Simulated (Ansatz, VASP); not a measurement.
# Ru (Ruthenium) in two plane-wave programs, part 2 of 2

One calculation is typed for both programs; each brings its own data sets. How far apart do they land? The cell is taken from a series of runs on this material, whose earlier steps may have relaxed, scaled, displaced or heated it; both programs get it as it stands.

VASP 6.6.1 and Ansatz 0.2.0.

So far: The structure; VASP: relaxation of cell and atoms, LDA; Ansatz: relaxation of cell and atoms, LDA; Differences.

## 5. VASP: zone-centre phonons, LDA

Level of this step: LDA; plane waves and PAW (Ru_pv) (VASP).

Second derivatives magnify differences that forces hide, and they need a tight electronic threshold.

INCAR reads:

```
SYSTEM = Ru
PREC = Accurate
ENCUT = 500
EDIFF = 1E-08
NELM = 120
ISMEAR = 1
SIGMA = 0.2
LREAL = .FALSE.
ALGO = Normal
GGA = CA
NBANDS = 20
LASPH = .TRUE.
LORBIT = 11
LWAVE = .FALSE.
LCHARG = .FALSE.
ISIF = 2
IBRION = 8
GGA_COMPAT = .FALSE.
KPAR = 2
```

POSCAR reads:

```
Ru
1.0
    2.6755099030      0.0000000000      0.0000000000
   -1.3377549515      2.3170595441      0.0000000000
    0.0000000000      0.0000000000      4.2226122504
Ru
2
Direct
    0.3333333333      0.6666666667      0.2500000000
    0.6666666667      0.3333333333      0.7500000000
```

KPOINTS reads:

```
Automatic mesh
0
Gamma
21 21 12
0 0 0
```

Potentials, in the order of the species: Ru_pv (LDA family, release 64).

On the command line:

```sh
$ mpirun -np 2 vasp_std
```

Numbers of over 12 decimals in the logs are rounded to 6 here.

The program printed:

```text
[... set-up lines as in an earlier step ...]
 entering main loop
       N       E                     dE             d eps       ncg     rms          rms(c)
DAV:   1     0.281639898279E+03    0.28164E+03   -0.17326E+04 13464   0.152E+03
DAV:   2    -0.169258238133E+02   -0.29857E+03   -0.29011E+03 13792   0.457E+02
DAV:   3    -0.227945360684E+02   -0.58687E+01   -0.58271E+01 15408   0.719E+01
DAV:   4    -0.228414521275E+02   -0.46916E-01   -0.46861E-01 17256   0.603E+00
[...]
DAV:  11    -0.213895635482E+02    0.22155E-05   -0.16904E-05 15120   0.402E-02    0.127E-03
DAV:  12    -0.213895635061E+02    0.42047E-07   -0.29862E-07 15376   0.498E-03    0.127E-03
DAV:  13    -0.213895635052E+02    0.88949E-09   -0.59184E-09  9764   0.770E-04
   1 F= -.21389564E+02 E0= -.21389027E+02  d E =-.160890E-02
 Linear response reoptimize wavefunctions to high precision
DAV:   1    -0.213895635095E+02   -0.42555E-08   -0.47494E-10  9216   0.228E-04
DAV:   2    -0.213895635095E+02   -0.63665E-11   -0.34920E-11  8716   0.637E-05
 Linear response DOF=           2
 Linear response progress:
[...]
RMM:  23    -0.603465118967E+00   -0.29435E-09   -0.25415E-07 80830   0.138E-04    0.264E-07
RMM:  24    -0.603465119195E+00   -0.22751E-09   -0.24544E-07 81637   0.138E-04    0.239E-07
RMM:  25    -0.603465119488E+00   -0.29297E-09   -0.23020E-07 80123   0.137E-04    0.260E-07
 first order change of Fermi-energy   0.19003E-05
 force on displaced ion       1 direction 1 :  -8.252   0.001   0.000
 Linear response progress:
  Degree of freedom:   2/  2
       N       E                     dE             d eps       ncg     rms          rms(c)
RMM:   1    -0.620312539067E+00   -0.62031E+00    0.38589E+00 21087   0.601E+01
RMM:   2    -0.734789099796E+00   -0.11448E+00   -0.13233E-01 29094   0.302E+00    0.144E-01
RMM:   3    -0.734736591918E+00    0.52508E-04   -0.19852E-03 33334   0.469E-01    0.724E-02
RMM:   4    -0.734129904388E+00    0.60669E-03   -0.31315E-04 32674   0.163E-01    0.242E-02
[...]
RMM:  18    -0.733912322496E+00    0.37196E-07   -0.74169E-07 37359   0.144E-04    0.758E-07
RMM:  19    -0.733912317146E+00    0.53506E-08   -0.55590E-07 32220   0.141E-04    0.619E-07
RMM:  20    -0.733912307022E+00    0.10123E-07   -0.37870E-07 32915   0.140E-04    0.695E-07
 first order change of Fermi-energy   0.85171E-04
 force on displaced ion       1 direction 3 :  -0.000   0.000 -14.369
 Linear response finished
```

From OUTCAR (step 5):

```text
  Total        0.1490614      0.1490614      0.1661356     -0.0000000      0.0000000      0.0000000
  in kB        9.1232774      9.1232774     10.1683013     -0.0000000      0.0000000      0.0000000
  external PRESSURE =       9.4716187 kB  Pullay stress =       0.0000000 kB

 POSITION                                       TOTAL-FORCE (eV/Angst)
 -----------------------------------------------------------------------------------
     -0.00000      1.54471      1.05565        -0.000000      0.000000      0.000000
      1.33775      0.77235      3.16696         0.000000      0.000000      0.000000
 -----------------------------------------------------------------------------------
    total drift:                               -0.000000      0.000000     -0.000000

[... 1 part as in an earlier step ...]

[... 1 further part left out ...]
```

## 6. Ansatz: zone-centre phonons, LDA

The same cell, functional (in two slightly different forms), mesh and smearing now go to Ansatz, which takes its cutoff from its data sets.

The cell is taken from a series of runs on this material, whose earlier steps may have relaxed, scaled, displaced or heated it; both programs get it as it stands.

input.yaml reads:

```yaml
crystal:
  lattice:
    - [2.675509903, 0.0, 0.0]
    - [-1.3377549515, 2.3170595441, 0.0]
    - [0.0, 0.0, 4.2226122504]
  atoms:
    - { symbol: Ru, position: [0.3333333333, 0.6666666667, 0.25] }
    - { symbol: Ru, position: [0.6666666667, 0.3333333333, 0.75] }
kpoints:
  mp_grid: { grid: [21, 21, 12] }
hamiltonian:
  xc: lda
  pseudopotentials: { kind: paw, azcp: { folder: soft_1 }, xc_functional: pbe }
scf:
  occupations: { method: methfessel_paxton, width: 0.2 }
output:
  eigenvalues: true
phonons:
  method: dfpt
```

On the command line:

```sh
$ ansatz run input.yaml --threads 4 --pin off --max-ram 8192MiB --backend cpu --events-out ev --progress --plain --runs-dir out
```

The program printed:

```text
zone centre: on kpoints.mp_grid the ground state, and the responses unless they are solved on pairs of k-points, stand on 847 of the mesh's 5292 k-points, reduced under 4 symmetry operations, with k and −k counted as one. Each operation leaves every solved displacement unchanged or reverses it
[...]
Crystal: 2 atoms, lattice volume = 26.177 Å³
[...]
k mesh reduced under 4 symmetry operations, with k and −k counted as one. Each operation leaves every solved displacement unchanged or reverses it
  ASR residual: 1.625e-5 → 0.000e0 eV/Å²; symmetrization residual: 7.070e-13 eV/Å²
  ASR residual per site (eV/Å²): 1.63e-5 1.63e-5
  Γ frequencies (cm⁻¹): 0.00 0.00 0.00 210.45 210.45 275.26
  non-analytic LO–TO correction: not included (Born effective charges unavailable; polar crystals: no LO–TO splitting at Γ)
[key lines of the parts left out:]
SCF converged after 9 iterations
Free energy (F): -11516.663002 eV
Fermi energy:    24.090971 eV
```

## 7. Comparison

What differs besides the data sets and the points named for the pairs above, as far as they apply: the data sets hold 32 valence electrons in Ansatz (on its PAW soft_1 files) and 28 in VASP. Total energies have different zeros and are not compared.

Compared:

```
                  quantity  Ansatz   VASP  difference
optical mode 1 to 2 (cm⁻¹)   210.4  210.7     -0.13 %
     optical mode 3 (cm⁻¹)   275.3  278.1     -1.01 %
```

Modes are paired by rising frequency, not by their patterns, so a pair may set unlike modes beside each other; they are those without the splitting of longitudinal modes.

## 8. Results

| Property | Result |
| --- | --- |
| difference in volume (relaxation of cell and atoms, LDA) | -0.26 % |
| r.m.s. difference of the optical zone-centre modes, each program's sorted by frequency (zone-centre phonons, LDA) | 1.6 cm⁻¹ |
| difference in optical mode 3 (zone-centre phonons, LDA) | -1.0 % |

**Reading.** The difference in volume is -0.26 % (relaxation of cell and atoms, LDA), within the 1.2 % picked in this series as the mark of a large difference, as far as the stopping tolerances let one tell. The data sets hold unlike numbers of valence electrons (32 in Ansatz and 28 in VASP), so part of the differences comes from the potentials. Among the rows given in per cent, the largest difference of the zone-centre phonons, LDA pair is in optical mode 3, -1.0 %. How closely two codes agree says nothing of how well the functional describes the real material.

[Lines on the potential files, build, host, timing and source positions are cut from VASP's logs without a mark.]

[Logs are printed without paths, hosts, clocks, repeated set-up lines and the standing remarks that a program may print on its own settings, such as how far it seeks lower states.]

[Hosts, paths, dates, database ids (printed as entryN), source tags and the programs' standing remarks are cut or masked in the printed files.]
